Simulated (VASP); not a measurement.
Consider the following.

```
CELL_PARAMETERS angstrom
      1.95912    -3.39329     0.00000
      1.95912     3.39329     0.00000
      0.00000     0.00000     6.65750
ATOMIC_POSITIONS crystal
  Sn 0.00000 0.00000 0.00000
  Se 0.33333 0.66667 0.24114
  Se 0.66667 0.33333 0.75886
```

All values below come from r2SCAN meta-GGA, VASP's PBE PAW potentials (set 64) (plane waves; VASP). Run with 520 eV cut-off, 7×7×4 Γ-centred mesh, Gaussian smearing of 0.050 eV, potentials Sn_d Se.

Task: The ions and cell shape at fixed volume are relaxed. Give the cell that the relaxation ends in.

Result: 
```
CELL_PARAMETERS angstrom
      1.92497    -3.33415     0.00000
      1.92497     3.33415     0.00000
      0.00000     0.00000     6.89578
ATOMIC_POSITIONS crystal
  Sn 0.00000 0.00000 0.00000
  Se 0.33333 0.66667 0.22826
  Se 0.66667 0.33333 0.77174
```
Space group P-3m1 (164), at a tolerance of 0.03 Å.

Task: How much energy does the relaxation gain?

Result: The energy (σ→0) changes by -15.2 meV/atom, in 5 ionic steps.

The compound is SnSe2 in the 1T layered structure. This cell is one point of a volume scan, at 1.06 of the reference volume. Symmetry was kept, so distortions that lower it aren't found.
